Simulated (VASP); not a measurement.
Input for VASP

### KPOINTS
```
Automatic mesh
0
Gamma
8 8 8
0 0 0
```

**POSCAR**
```
HgS
1
    0.0000000000     2.7366400000     2.7366400000
    2.7366400000     0.0000000000     2.7366400000
    2.7366400000     2.7366400000     0.0000000000
Hg S
1 1
Direct
  0.0000000000   0.0000000000   0.0000000000
  0.2500000000   0.2500000000   0.2500000000
```

INCAR:
```
ALGO=Normal
EDIFF=1E-6
EDIFFG=-0.01
ENCUT=400
GGA=PS
IBRION=2
ISIF=3
ISMEAR=0
LASPH=.True.
LCHARG=.False.
LMAXMIX=6
LREAL=.False.
LWAVE=.False.
NELM=100
NSW=60
PREC=Accurate
SIGMA=0.05
SYSTEM=HgS
```

POTCAR, in this order: Hg S (PBE.64 set). Program: vasp_std.

### Question
Translate this PBEsol calculation to Ansatz.

### Answer
One equivalent input (not run):
Ansatz 0.2 input:
```yaml
crystal:
  lattice:
    - [0.0000000, 2.7366400, 2.7366400]
    - [2.7366400, 0.0000000, 2.7366400]
    - [2.7366400, 2.7366400, 0.0000000]
  atoms:
    - { symbol: Hg, position: [0.0000000, 0.0000000, 0.0000000] }
    - { symbol: S, position: [0.2500000, 0.2500000, 0.2500000] }
kpoints:
  mp_grid: { grid: [8, 8, 8] }
hamiltonian:
  xc: pbesol
  pseudopotentials: { kind: paw }
scf:
  occupations: { method: gaussian, width: 0.05 }
  max_iter: 100
relax:
  max_steps: 60
  f_tol: 0.01
  cell: {}
output: { forces: true, stress: true, eigenvalues: true }
```
Limits of the translation: each code has its own PAW files, so the cut-off isn't converted (ENCUT is set for VASP's; basis.ecutwfc is left out, and Ansatz then takes the one that its files recommend); Ansatz stops its SCF on the density residual and VASP on the energy change (EDIFF).

The structure was generated: HgS was put into the zinc blende type (F-43m), which need not be its known phase. This run relaxes it. Symmetry was kept, so distortions that lower it aren't found.
